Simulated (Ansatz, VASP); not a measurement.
## Two plane-wave programs on BiN

```
Bi N
1.0
     3.13860    0.00000    0.00000
     0.00000    3.13860    0.00000
     0.00000    0.00000    3.13860
Bi N
1 1
Direct
  0.00000 0.00000 0.00000
  0.50000 0.50000 0.50000
```

Alike in both runs: task single point; functional PBEsol; k mesh 14 × 14 × 14; occupations fermi-dirac, width 0.15 eV; no spin polarisation.

|  | VASP | Ansatz |
| --- | --- | --- |
| version | VASP 6.6.1 | Ansatz 0.2.0 |
| potentials or method | VASP PAW PBE potentials, release 64 (Bi_d, N) | scalar-relativistic, plane waves, PAW |
| plane-wave cutoff (eV) | 520 | 420 |
| valence electrons in the cell | 20 | 20 |

|  | VASP | Ansatz | Ansatz less VASP |
| --- | --- | --- | --- |
| gap on the k mesh at the Fermi level (eV) | none | none | - |
| pressure (GPa) | 0.2 | 0.2 | -0.04 |

A gap of «none» marks a metal or a gap that the smearing closes.

Caveats: the PAW data sets were made with another functional, which shifts forces and pressure a little (VASP); spin-orbit coupling is left out, which moves the levels of the heavy elements.
